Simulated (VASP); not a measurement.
# GeB2C2 (P1) in VASP: relaxation of cell and atoms with PBE

Aim: the relaxation of cell and atoms of GeB2C2 with PBE.

All numbers are computed with VASP 6.6.1; they aren't measurements. Logs are shortened: lines on timing, memory, paths and dates and some standing lists are left out, and cuts for length are marked.

## Step 1: The structure

The typed cell holds 10 atoms: a = 5.383 Å, b = 4.740 Å, c = 5.492 Å, α = 93.88°, β = 90.05°, γ = 89.62°.

The cell was built by a generator and needn't be a form met in nature.

## Step 2: Relaxation of cell and atoms, PBE

INCAR

```
SYSTEM = GeB2C2
PREC = Normal
ENCUT = 520
EDIFF = 1E-5
ISMEAR = 0
SIGMA = 0.15
LREAL = Auto
LASPH = .TRUE.
NELM = 80
ALGO = Fast
ISIF = 3
LWAVE = .FALSE.
LCHARG = .FALSE.
GGA = PE
IBRION = 2
NSW = 110
EDIFFG = -0.03
ISYM = 0
KPAR = 2
```

KPOINTS

```
Automatic mesh
0
G
  4 5 4
  0 0 0
```

POSCAR

```
GeB2C2
1.0
    5.3830548000      0.0183482700      0.0262371100
    0.0154113300      4.7398868300     -0.0045337700
   -0.0303308000     -0.3664302700      5.4798135700
Ge B C
2 4 4
Direct
    0.4974520600      0.9997518100      0.1661572400
    0.9893797000      0.0542238300      0.1609512000
    0.2326901000      0.2109995400      0.5183691100
    0.7696893800      0.1509342700      0.4768987200
    0.4908995500      0.6702494400      0.4719523200
    0.9954324200      0.6597818600      0.4480247700
    0.5049732700      0.3329051000      0.4594519300
    0.9807872800      0.3431768000      0.4808690000
    0.2271581300      0.8235443400      0.4651348600
    0.7616208100      0.7963171400      0.4697485100
```

Potentials or basis: VASP PAW PBE potentials, release 64 (Ge_d, B, C).

On the command line:

```
$ cat potpaw_PBE.64/Ge_d/POTCAR potpaw_PBE.64/B/POTCAR potpaw_PBE.64/C/POTCAR > POTCAR
$ mpirun -np 2 vasp_std > vasp.out
```

OUTCAR:

```text
SYSTEM = GeB2C2
   PREC = Normal
   ENCUT = 520
   EDIFF = 1E-5
   ISMEAR = 0
   LREAL = Auto
   LASPH = .TRUE.
   NELM = 80
   ISIF = 3
   GGA = PE
   IBRION = 2
   NSW = 110
   EDIFFG = -0.03
   ISYM = 0

 ion  position               nearest neighbor table
   1  0.497  1.000  0.166-   7 2.18   4 2.33   5 2.37   9 2.39  10 2.43   2 2.66   2 2.75
   2  0.989  0.054  0.161-   4 2.12   8 2.15   9 2.42   3 2.44  10 2.49   6 2.53   1 2.66   1 2.75

   3  0.233  0.211  0.518-   8 1.51   7 1.62   9 1.84   2 2.44
   4  0.770  0.151  0.477-   8 1.46   7 1.67  10 1.68   2 2.12   1 2.33
   5  0.491  0.670  0.472-  10 1.58   9 1.59   7 1.60   1 2.37
   6  0.995  0.660  0.448-  10 1.41   9 1.47   8 1.53   2 2.53
   7  0.505  0.333  0.459-   5 1.60   3 1.62   4 1.67   1 2.18
   8  0.981  0.343  0.481-   4 1.46   3 1.51   6 1.53   2 2.15
   9  0.227  0.824  0.465-   6 1.47   5 1.59   3 1.84   1 2.39   2 2.42
  10  0.762  0.796  0.470-   6 1.41   5 1.58   4 1.68   1 2.43   2 2.49

IMPORTANT INFORMATION: All symmetrisations will be switched off!
NOSYMM: (Re-)initialisation of all symmetry stuff for point group C_1.

----------------------------------------------------------------------------------------

                                     Primitive cell

  volume of cell :     139.8110

  direct lattice vectors                    reciprocal lattice vectors
     5.383054800  0.018348270  0.026237110     0.185765366 -0.000603055  0.000987887
     0.015411330  4.739886830 -0.004533770    -0.000787915  0.210991554  0.014104457
    -0.030330800 -0.366430270  5.479813570    -0.000890088  0.000177453  0.182494900

  length of vectors
     5.383150009  4.739914053  5.492135091     0.185768972  0.211463927  0.182497156

  position of ions in fractional coordinates (direct lattice)
     0.497452060  0.999751810  0.166157240
     0.989379700  0.054223830  0.160951200
     0.232690100  0.210999540  0.518369110
     0.769689380  0.150934270  0.476898720
     0.490899550  0.670249440  0.471952320
     0.995432420  0.659781860  0.448024770
     0.504973270  0.332905100  0.459451930
     0.980787280  0.343176800  0.480869000
     0.227158130  0.823544340  0.465134860
     0.761620810  0.796317140  0.469748510

  ion indices of the primitive-cell ions
   primitive index   ion index
                 1           1
                 2           2
                 3           3
                 4           4
                 5           5
                 6           6
                 7           7
                 8           8
                 9           9
                10          10

----------------------------------------------------------------------------------------

 KPOINTS: Automatic mesh

Automatic generation of k-mesh.
 Grid dimensions read from file:
 generate k-points for:    4    5    4

 Generating k-lattice:

  Cartesian coordinates                     Fractional coordinates (reciprocal lattice)
     0.046441342 -0.000150764  0.000246972     0.250000000  0.000000000  0.000000000
    -0.000157583  0.042198311  0.002820891     0.000000000  0.200000000 -0.000000000
    -0.000222522  0.000044363  0.045623725     0.000000000  0.000000000  0.250000000

  Length of vectors
     0.046442243  0.042292785  0.045624289

  Shift w.r.t. Gamma in fractional coordinates (k-lattice)
     0.000000000  0.000000000  0.000000000

 Subroutine IBZKPT returns following result:
 ===========================================

 Found     42 irreducible k-points:

 Following reciprocal coordinates:
            Coordinates               Weight
  0.000000  0.000000  0.000000      1.000000
  0.250000 -0.000000 -0.000000      2.000000
  0.500000 -0.000000 -0.000000      1.000000
 -0.000000  0.200000 -0.000000      2.000000
  0.250000  0.200000  0.000000      2.000000
  0.500000  0.200000  0.000000      2.000000
[... 16 lines left out ...]
 -0.250000  0.400000  0.250000      2.000000
  0.000000 -0.400000  0.250000      2.000000
 [... further k-points ...]
   k-points           NKPTS =     42   k-points in BZ     NKDIM =     42   number of bands    NBANDS=     34
   number of dos      NEDOS =    301   number of ions     NIONS =     10
   total plane-waves  NPLWV =  26880
   dimension x,y,z NGX =    30 NGY =   28 NGZ =   32
   dimension x,y,z NGXF=    60 NGYF=   56 NGZF=   64
   ions per type =               2   4   4
   NGX,Y,Z   is equivalent  to a cutoff of   9.26,  9.82,  9.69 a.u.
   NGXF,Y,Z  is equivalent  to a cutoff of  18.53, 19.64, 19.37 a.u.
 SYSTEM =  GeB2C2
   PREC   = normal    normal or accurate (medium, high low for compatibility)
   ISTART =      0    job   : 0-new  1-cont  2-samecut
   ICHARG =      2    charge: 1-file 2-atom 10-const
   ISPIN  =      1    spin polarized calculation?
   LNONCOLLINEAR =      F non collinear calculations
   LSORBIT =      F    spin-orbit coupling
   LASPH  =      T    aspherical Exc in radial PAW
   ENCUT  =  520.0 eV  38.22 Ry    6.18 a.u.  10.01  8.81 10.21*2*pi/ulx,y,z
   NELM   =     80;   NELMIN=  2; NELMDL= -5     # of ELM steps
   EDIFF  = 0.1E-04   stopping-criterion for ELM
   LREAL  =      T    real-space projection
   EDIFFG = -.3E-01   stopping-criterion for IOM
   NSW    =    110    number of steps for IOM
   IBRION =      2    ionic relax: 0-MD 1-quasi-New 2-CG
   NFREE  =      1    steps in history (QN), initial steepest desc. (CG)
   ISIF   =      3    stress and relaxation
   ISYM   =      0    0-nonsym 1-usesym 2-fastsym
   POTIM  = 0.5000    time-step for ionic-motion
   TEBEG  =    0.0;   TEEND  =   0.0 temperature during run
   PSTRESS=    0.0 pullay stress
   NELECT =      56.0000    total number of electrons
   NUPDOWN=      -1.0000    fix difference up-down
   EMIN   =  10.00;   EMAX   =-10.00  energy-range for DOS
   EFERMI =   0.00;   METHOD = LEGACY
   ISMEAR =     0;   SIGMA  =   0.15  broadening in eV -4-tet -1-fermi 0-gaus
   EFERMI_NEDOS =   21; number of points for ismear=-14 and -15
   IALGO  =     68    algorithm
   IMIX   =      4    mixing-type and parameters
     AMIX     =   0.40;   BMIX     =  1.00
     AMIX_MAG =   1.60;   BMIX_MAG =  1.00
  volume/ion in A,a.u.               =      13.98        94.35
  Fermi-wavevector in a.u.,A,eV,Ry     =   1.206768  2.280461 19.814013  1.456289
  Thomas-Fermi vector in A             =   2.342425
   LORBIT       =      0    0 simple, 1 ext, 2 COOP (PROOUT), +10 PAW based schemes
   GGA     = PE    functional components
   LHFCALC =     F    Hartree Fock is set to
   AEXX    =    0.0000 exact exchange contribution
   IVDW    =     0    specifies the selected vdW correction
   LEPSILON=     F    determine dielectric tensor
   LRPA    =     F    only Hartree local field effects (RPA)
 conjugate gradient relaxation of ions
 non-spin polarized calculation
 RMM-DIIS sequential band-by-band and
 Gauss-broadening in eV      SIGMA  =   0.15
  energy-cutoff  :      520.00
  volume of cell :      139.81
 maximum number of plane-waves:      3792
   NGX = 21   NGY = 17   NGZ = 21

--------------------------------------- Ionic step        1  -------------------------------------------

 number of electron      55.9999955 magnetization

 Free energy of the ion-electron system (eV)
  ---------------------------------------------------
  ext. energy  EPLUGINS =         0.00000000
  ---------------------------------------------------
  free energy    TOTEN  =       -67.41153257 eV

  energy without entropy =      -67.38943191  energy(sigma->0) =      -67.40048224

------------------------ aborting loop because EDIFF is reached ----------------------------------------

  FORCE on cell =-STRESS in cart. coord.  units (eV):
  Direction    XX          YY          ZZ          XY          YZ          ZX
  --------------------------------------------------------------------------------------
  -------------------------------------------------------------------------------------
  Total       13.3329040     -1.6799297      0.5779235     -0.1267297     -0.0232764     -0.2309215
  in kB      152.7897100    -19.2513174      6.6227707     -1.4522714     -0.2667381     -2.6462679
  external PRESSURE =      46.7203878 kB  Pullay stress =       0.0000000 kB
[... 113 lines left out ...]
  FREE ENERGIE OF THE ION-ELECTRON SYSTEM (eV)
  ---------------------------------------------------
  free  energy   TOTEN  =       -69.1606507162 eV

  energy  without entropy=      -69.1507193562  energy(sigma->0) =      -69.15568504

[... ionic steps 4 to 29 ...]

--------------------------------------- Ionic step       30  -------------------------------------------

 number of electron      56.0000090 magnetization

------------------------ aborting loop because EDIFF is reached ----------------------------------------

  FORCE on cell =-STRESS in cart. coord.  units (eV):
  Direction    XX          YY          ZZ          XY          YZ          ZX
  --------------------------------------------------------------------------------------
  -------------------------------------------------------------------------------------
  Total        0.0231612     -0.0523385     -0.0064913     -0.0067962     -0.0433133     -0.0258494
  in kB        0.2647051     -0.5981681     -0.0741875     -0.0776722     -0.4950212     -0.2954289
  external PRESSURE =      -0.1358835 kB  Pullay stress =       0.0000000 kB
[... 73 lines left out ...]
  energy  without entropy=      -69.7509577813  energy(sigma->0) =      -69.75406997

--------------------------------------- Ionic step       32  -------------------------------------------

 number of electron      56.0000092 magnetization

 Free energy of the ion-electron system (eV)
  ---------------------------------------------------
  ext. energy  EPLUGINS =         0.00000000
  ---------------------------------------------------
  free energy    TOTEN  =       -69.75750605 eV

  energy without entropy =      -69.75118279  energy(sigma->0) =      -69.75434442

 E-fermi :   2.7455     XC(G=0):  -8.9961

 val. band max:        2.6719973876   @ k =   0.0000   0.0000   0.5000
 cond. band min:       2.8394188386   @ k =  -0.2500   0.4000  -0.0000
 fundamental gap:      0.1674214511
 Fermi energy:         2.7455318936

 k-point     1 :       0.0000    0.0000    0.0000
  band No.  band energies     occupation
      1     -22.3015      2.00000
      2     -22.2431      2.00000
      3     -22.1876      2.00000
      4     -22.1655      2.00000
      5     -22.1584      2.00000
      6     -22.1476      2.00000
[... 877 lines left out ...]
     33       7.4374      0.00000
     34       7.8015      0.00000

 [... further k-points ...]

------------------------ aborting loop because EDIFF is reached ----------------------------------------

  FORCE on cell =-STRESS in cart. coord.  units (eV):
  Direction    XX          YY          ZZ          XY          YZ          ZX
  --------------------------------------------------------------------------------------
  -------------------------------------------------------------------------------------
  Total        0.1960823      0.1220355      0.0817492     -0.0161966     -0.0048936     -0.0251058
  in kB        2.2427929      1.3958444      0.9350486     -0.1852571     -0.0559736     -0.2871609
  external PRESSURE =       1.5245620 kB  Pullay stress =       0.0000000 kB
[... 25 lines left out ...]
  FREE ENERGIE OF THE ION-ELECTRON SYSTEM (eV)
  ---------------------------------------------------
  free  energy   TOTEN  =       -69.7575060547 eV

  energy  without entropy=      -69.7511827911  energy(sigma->0) =      -69.75434442

 reached required accuracy - stopping structural energy minimisation
```

Wall time 8.4 min (2 MPI ranks of Intel Xeon Platinum 8488C (Sapphire Rapids), shared host); peak memory 0.26 GiB.

What came out:

```yaml
Free_energy: -69.7575 eV
Relaxed_volume: 14.01 Å³/atom
Relaxed_cell: a = 5.512 Å, b = 4.672 Å, c = 5.450 Å, α = 93.54°, β = 90.01°, γ = 90.01°
Space_group_after_relaxing_to_0.05_Å: Pm (No. 6)
Energy_gained_by_relaxing: 234.6 meV/atom
Ionic_steps: 32
Pressure_after_relaxing: 0.2 GPa
Largest_force_after_relaxing: 0.029 eV/Å
Band_gap_on_the_k_mesh: 0.17 eV, indirect (least direct gap 1.03 eV)
```

Forces on the atoms (eV/Å):
```
Ge   0.017  0.000 -0.013
Ge  -0.008 -0.002 -0.013
B   -0.005  0.006  0.008
B    0.007  0.008 -0.003
B   -0.003  0.014 -0.012
B   -0.002 -0.005  0.024
C   -0.006 -0.007  0.009
C    0.002  0.003 -0.011
C   -0.016 -0.007  0.023
C    0.015 -0.010 -0.011
```

Step by step:
```
step  energy change (eV)  largest force (eV/Å)  pressure (GPa)  volume (Å³)
   1              0.0000                7.1082            4.67       139.81
   2             -0.5894                6.0134           -2.58       148.01
   3             -1.7491                3.2689           -2.56       144.04
   4             -1.9251                3.3453            0.27       141.59
   5             -2.1781                1.3324           -1.63       142.65
   6             -2.2911                0.9616            1.04       139.99
   7             -2.2979                0.6764            0.33       140.50
   8             -2.3202                0.2747            0.23       140.60
   9             -2.3202                0.2582            0.21       140.60
  10             -2.3268                0.1985           -0.14       140.92
  11             -2.3268                0.2163           -0.21       140.93
  12             -2.3323                0.1514           -0.25       140.79
  13             -2.3339                0.1709           -0.19       140.71
  14             -2.3330                0.3463           -0.15       140.54
  15             -2.3342                0.2140           -0.04       140.66
  16             -2.3378                0.1416           -0.13       140.53
  17             -2.3391                0.1526           -0.05       140.42
  18             -2.3415                0.1245            0.02       140.30
  19             -2.3423                0.1091            0.10       140.23
  20             -2.3423                0.1914            0.14       140.09
  21             -2.3425                0.1204            0.18       140.17
  22             -2.3442                0.0921            0.02       140.23
  23             -2.3444                0.0875            0.03       140.24
  24             -2.3446                0.1020           -0.12       140.28
  25             -2.3446                0.0845           -0.07       140.26
  26             -2.3446                0.0882           -0.08       140.27
  27             -2.3454                0.0429           -0.07       140.22
  28             -2.3456                0.0421           -0.04       140.20
  29             -2.3457                0.0647           -0.03       140.17
  30             -2.3456                0.0495           -0.01       140.19
  31             -2.3456                0.0564           -0.07       140.18
  32             -2.3460                0.0290            0.15       140.07
```

Final structure:
```xyz
10
Lattice="5.5122 -0.0006 0.0278 -0.0001 4.6716 0.0082 -0.0282 -0.3460 5.4389" Properties=species:S:1:pos:R:3 pbc="T T T"
Ge    2.7186    0.0419    0.8972
Ge    5.4758    0.0546    0.9109
B     1.3374    0.6362    2.7362
B     4.0923    0.6357    2.7526
B     2.7177    2.9271    2.5176
B     5.4733    2.9284    2.5276
C     2.7159    1.3797    2.5900
C     5.4717    1.3803    2.6052
C     1.3400    3.7351    2.5245
C     4.0948    3.7347    2.5454
```

Caveat: an odd mesh through Γ misses points on the zone boundary, where band edges often lie.
